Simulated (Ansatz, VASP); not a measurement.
# Cross-check of Zr (Zirconium) between VASP and Ansatz, part 2 of 2

Wanted: the spread between two codes on one cell, functional and k mesh. The cell is taken from a series of runs on this material, whose earlier steps may have relaxed, scaled, displaced or heated it; both programs get it as it stands.

VASP 6.6.1 and Ansatz 0.2.0.

So far: Starting point; VASP: zone-centre phonons, PBE.

### Step 3. Ansatz: zone-centre phonons, PBE

Level of this step: Ansatz beside VASP: Kohn-Sham DFT, plane waves, PBE (Ansatz).

Ansatz runs on its default PAW (the set named soft_2) files.

The same cell, functional, mesh and smearing now go to Ansatz, which takes its cutoff from its data sets.

Input file input.yaml:

```yaml
crystal:
  lattice:
    - [3.2345839505, 0.0, 0.0]
    - [-1.6172919752, 2.8012318718, 0.0]
    - [0.0, 0.0, 5.1640863794]
  atoms:
    - { symbol: Zr, position: [0.3333333333, 0.6666666667, 0.25] }
    - { symbol: Zr, position: [0.6666666667, 0.3333333333, 0.75] }
kpoints:
  mp_grid: { grid: [6, 6, 3] }
hamiltonian:
  xc: pbe
scf:
  occupations: { method: methfessel_paxton, width: 0.2 }
output:
  eigenvalues: true
phonons:
  method: dfpt
  qmesh: [2, 2, 1]
  temperatures: { t_max: 1000, t_step: 50 }
  qpath:
    path:
      - [[0.0, 0.0, 0.0], [0.5, 0.0, 0.0], [0.33333333, 0.33333333, 0.0], [0.0, 0.0, 0.0], [0.0, 0.0, 0.5], [0.5, 0.0, 0.5], [0.33333333, 0.33333333, 0.5], [0.0, 0.0, 0.5]]
      - [[0.5, 0.0, 0.5], [0.5, 0.0, 0.0]]
      - [[0.33333333, 0.33333333, 0.5], [0.33333333, 0.33333333, 0.0]]
    npoints: 10
```

Launch:

```sh
$ ansatz run input.yaml --threads 4 --pin off --max-ram 10240MiB --backend cpu --events-out ev --progress --plain --runs-dir out
```

Numbers of over 12 decimals in the logs are rounded to 6 here.

What it wrote:

```text
Engine: ansatz 0.2.0, x86_64-unknown-linux-gnu
Pseudopotentials: kind: paw
Pseudopotential: Zr, paw, valence charge 12, recommended cutoff 420 eV (normal), Zr.paw.azcp
Functional definition: PBE
  parameter kappa = 0.804
  parameter beta = 0.066725
  exchange = pbe_x(kappa = kappa, mu = beta*pi^2/3)
  correlation = pbe_c(beta = beta)
Crystal: 2 atoms, lattice volume = 46.791 Å³
Basis set: ecut = 420 eV, 941 PW (Γ), exchange–correlation on 48×48×72 points (8 copies of the dense FFT grid, shifted against one another)
Bands: 16, of which v1, the nominal top of the filled ones, is band 12 counted from 1 (11 counted from 0)
Symmetry: 24 space group operations
k-points: 14 of 108
Non-local potential: Zr, projectors of the file, l = 0: 3, l = 1: 2, l = 2: 2, l = 3: 2
PAW form: soft (Blöchl's): semilocal exchange-correlation on the pseudo side does not see the compensation charge
PAW one-centre angular grid: Zr, 590 points (default); XC on 64 Gauss nodes
Initial density: superposition of atomic densities (neutral atoms: chi_scale 0, normalization atom), corrected by the library's trained network
Initial wavefunctions: pseudopotential atomic-orbital guess
Functional: x = pbe(κ = 0.804, μ = 0.219515), c = pbe(β = 0.066725)
SCF iter   1: F=—  HF=-8367.610967 eV  |F-HF|=—  |Δ(HF+E_count)|=         —  Δρ=3.45e-3  dr2=2.77e-3  ethr=1.77e-3  ⟨swp⟩=4.9  Hψ=2065  notcnv=0
automatic band count: the SCF goes on with 20 bands, as 16 were too few: they end inside the smearing window of the response
preconditioner: auto → Kerker (q_TF=auto, 2.441 Å⁻¹)  [metal: Δε(μ)=0.059 eV  Ē_g=4.900 eV  σ=0.200 eV  W_gap=0.24  n_scr=10 (ndim 8)  ℏωp=15.4 eV  f_vac=0.000  D(μ)=4.35/eV (n_scr^D=54)]
SCF iter   2: F=—  HF=-8367.609553 eV  |F-HF|=—  |Δ(HF+E_count)|=   1.41e-3  S|Δr|=    0.00e0  Δρ=1.92e-3  dr2=8.81e-4  ethr=1.15e-5  ⟨swp⟩=1.9  Hψ=488  notcnv=0
SCF iter   3: F=—  HF=-8367.609772 eV  |F-HF|=—  |Δ(HF+E_count)|=   2.20e-4  S|Δr|=    0.00e0  Δρ=2.94e-4  dr2=3.57e-5  ethr=3.67e-6  ⟨swp⟩=2.6  Hψ=428  notcnv=0
SCF iter   4: F=—  HF=-8367.609774 eV  |F-HF|=—  |Δ(HF+E_count)|=   1.71e-6  S|Δr|=    0.00e0  Δρ=8.07e-5  dr2=2.92e-6  ethr=1.49e-7  ⟨swp⟩=2.6  Hψ=385  notcnv=0
SCF iter   5: F=—  HF=-8367.609772 eV  |F-HF|=—  |Δ(HF+E_count)|=   1.88e-6  S|Δr|=    0.00e0  Δρ=1.82e-5  dr2=7.78e-8  ethr=1.22e-8  ⟨swp⟩=2.1  Hψ=299  notcnv=0
SCF iter   6: F=—  HF=-8367.609773 eV  |F-HF|=—  |Δ(HF+E_count)|=   1.14e-6  S|Δr|=    0.00e0  Δρ=2.10e-6  dr2=1.20e-9  ethr=3.24e-10  ⟨swp⟩=2.0  Hψ=425  notcnv=0
SCF iter   7: F=—  HF=-8367.609773 eV  |F-HF|=—  |Δ(HF+E_count)|=  4.98e-10  S|Δr|=    0.00e0  Δρ=2.28e-7  dr2=1.56e-11  ethr=5.01e-12  ⟨swp⟩=2.9  Hψ=437  notcnv=0
SCF iter   8: F=-8367.609773 eV  HF=-8367.609773 eV  |F-HF|=0.00e0  |Δ(HF+E_count)|=    0.00e0  S|Δr|=    0.00e0  Δρ=2.46e-8  dr2=1.69e-13  ethr=1.00e-12  ⟨swp⟩=7.8  Hψ=1101  notcnv=0
SCF 1 converged in 8 iterations: F = -8367.609773 eV  dr2 = 1.69e-13
  greatest PAW one-centre occupation: 0.996 electrons in one spin orbital (limit 2), on the Zr atom at site 1 (counted from 0), in its partial waves of l = 0
NSCF: frozen V_eff on 14 k-points
NSCF: frozen V_eff on 26 k-points
DFPT response loops at q = (0, 0, 0) (fractional): preconditioner auto → Kerker (q_TF=auto, 2.441 Å⁻¹) (partly filled bands, converged f_vac=0.000); β = 1.00, the filter's whole step (`scf.mixing.beta` (0.50) is not read by the response loops under this deck's `scf.mixing.preconditioner`; to damp them name `kerker` or `kerker_dos`, under which they read `scf.mixing.beta`, and type it under 1.00, their step now; both keys bind the ground state too); Broyden in place of MSR1
NSCF: frozen V_eff on 52 k-points
DFPT response loops at q = (0, -0.5, 0) (fractional): mixed as the last ones told, above
SCF converged after 8 iterations
Stability not checked: this state was not tested for a lower state beside it, because cold or Methfessel-Paxton smearing, or corrected tetrahedra, fill the levels in a way that the test cannot read (fill_not_monotonic; see scf.lower_state_search)
Free energy (F): -8367.609773 eV
Harris-Foulkes:  -8367.609773 eV  (|F-HF|=0.00e0)
Internal energy: -8367.592106 eV  (E = F + TS)
E sigma→0 (E₀):  -8367.605357 eV
Entropy (-TS):   -0.017667 eV (-8.833 meV/atom)
Fermi energy:    13.918766 eV
--- Per-component energies (eV) ---
  E_band       = -195.718592
  E_kinetic    = 665.068302
  E_local      = -1258.189836  (includes V_loc(G=0)·N_el)
  E_nonlocal   = 160.972190
  E_hartree    = 389.362101
  E_xc         = -322.829976
  E_vxc        = -381.195102  (∫ρ·V_xc dr)
  E_paw        = -5908.224180  (= ΣΔE_a)
  E_vpaw       = -161.098397  (= ΣTr[D̂ρ^β])
  E_aug_tail   = 0.000049  (compensation charges beyond the density's cutoff)
  E_ewald      = -2093.750756
  E_smearing   = -0.017667  (= −TS)
  E_closure    = 0.000000  (closes the sum)
  Σ components = -8367.609773   (vs F -8367.609773, Δ=0.00e0)
--- Band table (eV; the first three rows and the last of 14) ---
  k-point 0: bands = [... 8 lower, 8.2863, 10.9066, 14.7933, 14.7933, 14.9102, 15.0595, 15.4756, 15.4756, ... 4 higher]
  k-point 1: bands = [... 8 lower, 9.1450, 10.6482, 14.0441, 14.3176, 14.6017, 14.6017, 14.9760, 14.9760, ... 4 higher]
  k-point 2: bands = [... 8 lower, 9.0241, 11.5321, 13.7723, 13.8578, 14.9013, 15.4986, 15.5186, 15.5275, ... 4 higher]
  k-point 13: bands = [... 8 lower, 12.3228, 12.5168, 12.5168, 12.8148, 13.9426, 13.9426, 15.6705, 16.7307, ... 4 higher]
--- Phonons (Γ-DFPT): 2 representative perturbations + reference (Σ response iterations 6) ---
  ASR residual: 8.120e-6 → 0.000e0 eV/Å²; symmetrization residual: 2.437e-10 eV/Å²
  ASR residual per site (eV/Å²): 8.12e-6 8.12e-6
  Γ frequencies (cm⁻¹): 0.00 0.00 0.00 75.25 75.25 133.76
--- Phonons (arbitrary-q DFPT): 2 irreducible q on the 2×2×1 mesh ---
  q = [0.0000, 0.0000, 0.0000] (star 1, of the zone-centre solve; hermiticity 8.12e-11, symmetrization 4.06e-11): -0.00 -0.00 0.00 75.25 75.25 133.76
  q = [0.0000, -0.5000, 0.0000] (star 3, 3 solved perturbations on 26 of 108 k-point pairs; hermiticity 6.04e-9, symmetrization 3.31e-10): 44.03 61.86 136.58 146.81 160.72 161.12
  sum rule: each row above includes the acoustic sum rule's correction from the zone centre's row sums; it moved no ω² by more than (0.16 cm⁻¹)²
  mesh force constants: q→R imaginary residual 2.05e-17; ASR residual 8.120e-6 → 0.000e0 eV/Å²; symmetrization residual 6.217e-15 eV/Å²
  interpolated dispersion: 93 rows × 6 modes
  density of states and harmonic sums: on the 22×22×12 q-mesh, interpolated from the force constants of a 2×2×1 supercell (no non-analytic term)
  largest difference from the sums on the solved wave vectors: F 1.24e-1 eV, S 1.89e-4 and C_V 6.45e-5 eV/K
  zero-point energy: 0.041137 eV/cell   skipped modes (ω ≤ 0): 4, of them read as no rigid motion or as one in doubt: 1 (1.033e-3 modes/cell left out, lowest -0.15 cm⁻¹)   left out of the sums: 2.58e-4 of the cell's modes: C_V's classical limit lies that fraction below 3 k_B per atom; for a crystal, a wire or a layer, F and S can be off by more, and a phonons.interpolated_qmesh denser along its periods is the remedy for the sampling
```

In the SCF lines HF is the Harris–Foulkes energy and dr2 the Hartree energy of the density residual, in eV; the loop may stop once dr2 is under the threshold and the program's other checks hold. Hψ counts applications of the Hamiltonian.

### Step 4. Comparison

Known differences besides the potentials themselves: VASP's run holds the zone centre alone; the cutoff is 420 eV in Ansatz and 500 eV in VASP. Total energies have different zeros and are not compared.

Both answers:

```csv
quantity,Ansatz,VASP,difference
optical mode 1 to 2 (cm⁻¹),75.2,75.6,-0.40 %
optical mode 3 (cm⁻¹),133.8,136.5,-1.98 %
```

Modes are paired by rising frequency, not by their patterns, so a pair may set unlike modes beside each other; they are those without the splitting of longitudinal modes.

### Step 5. Results

| Quantity | Value |
| --- | --- |
| r.m.s. difference of the optical zone-centre modes, each program's sorted by frequency (zone-centre phonons, PBE) | 1.6 cm⁻¹ |
| difference in optical mode 3 (zone-centre phonons, PBE) | -2.0 % |

What this shows: The r.m.s. difference of the optical zone-centre modes, each program's sorted by frequency is 1.6 cm⁻¹ (zone-centre phonons, PBE). Among the rows given in per cent, the largest difference of the zone-centre phonons, PBE pair is in optical mode 3, -2.0 %. How closely two codes agree says nothing of how well the functional describes the real material.

[Lines on the potential files, build, host, timing and source positions are cut from VASP's logs without a mark.]

[Logs are printed without paths, hosts, clocks, repeated set-up lines and the standing remarks that a program may print on its own settings, such as how far it seeks lower states.]

[Hosts, paths, dates, database ids (printed as entryN), source tags and the programs' standing remarks are cut or masked in the printed files.]
